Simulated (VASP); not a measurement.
A convergence study with VASP on MgO (rock salt): a few settings are varied, all else stays as given below, so the limit is that of these other settings.

```
CELL_PARAMETERS angstrom
      0.00000     2.10500     2.10500
      2.10500     0.00000     2.10500
      2.10500     2.10500     0.00000
ATOMIC_POSITIONS crystal
  Mg 0.00000 0.00000 0.00000
  O  0.50000 0.50000 0.50000
```

All values below come from PBEsol GGA, VASP's PBE PAW potentials (set 64) (plane waves; VASP). The last row used: 700 eV cut-off, 18×18×18 Γ-centred mesh, second-order Methfessel-Paxton smearing of 0.40 eV, potentials Mg O.

Gaps are read on the run's mesh, which can miss a band edge.

```csv
setting,E (eV/atom),pressure (GPa),gap on the mesh (eV),irreducible k-points
"ISMEAR = -1, SIGMA = 0.01, 6×6×6 mesh",-6.2590,-0.28,4.651,16
"ISMEAR = -1, SIGMA = 0.1, 6×6×6 mesh",-6.2590,-0.28,4.651,16
"ISMEAR = 0, SIGMA = 0.01, 6×6×6 mesh",-6.2590,-0.28,4.651,16
"ISMEAR = 0, SIGMA = 0.2, 6×6×6 mesh",-6.2590,-0.28,4.651,16
"ISMEAR = 1, SIGMA = 0.05, 6×6×6 mesh",-6.2590,-0.28,4.651,16
"ISMEAR = 1, SIGMA = 0.2, 6×6×6 mesh",-6.2590,-0.31,4.651,16
"ISMEAR = 2, SIGMA = 0.05, 6×6×6 mesh",-6.2590,-0.28,4.651,16
"ISMEAR = 2, SIGMA = 0.2, 6×6×6 mesh",-6.2590,-0.29,4.651,16
"ISMEAR = -1, SIGMA = 0.01, 12×12×12 mesh",-6.2592,-0.28,4.651,72
"ISMEAR = -1, SIGMA = 0.2, 12×12×12 mesh",-6.2592,-0.28,4.651,72
"ISMEAR = 0, SIGMA = 0.01, 12×12×12 mesh",-6.2592,-0.28,4.651,72
"ISMEAR = 0, SIGMA = 0.4, 12×12×12 mesh",-6.2592,-0.28,4.651,72
"ISMEAR = 1, SIGMA = 0.05, 12×12×12 mesh",-6.2592,-0.28,4.651,72
"ISMEAR = 1, SIGMA = 0.4, 12×12×12 mesh",-6.2593,-0.40,4.653,72
"ISMEAR = 2, SIGMA = 0.05, 12×12×12 mesh",-6.2592,-0.28,4.651,72
"ISMEAR = 2, SIGMA = 0.4, 12×12×12 mesh",-6.2591,-0.31,4.652,72
"ISMEAR = -1, SIGMA = 0.05, 18×18×18 mesh",-6.2592,-0.28,4.651,195
"ISMEAR = -1, SIGMA = 0.2, 18×18×18 mesh",-6.2592,-0.28,4.651,195
"ISMEAR = 0, SIGMA = 0.1, 18×18×18 mesh",-6.2592,-0.28,4.651,195
"ISMEAR = 0, SIGMA = 0.4, 18×18×18 mesh",-6.2592,-0.28,4.651,195
"ISMEAR = 1, SIGMA = 0.1, 18×18×18 mesh",-6.2592,-0.28,4.651,195
"ISMEAR = 1, SIGMA = 0.4, 18×18×18 mesh",-6.2593,-0.40,4.653,195
"ISMEAR = 2, SIGMA = 0.1, 18×18×18 mesh",-6.2592,-0.28,4.651,195
"ISMEAR = 2, SIGMA = 0.4, 18×18×18 mesh",-6.2590,-0.31,4.652,195
```

Left out are rungs that failed or repeat a setting and relaxations that didn't move; long series are thinned to 24 rows.

The compound is MgO in the rock salt structure. The cell was not relaxed at this level.
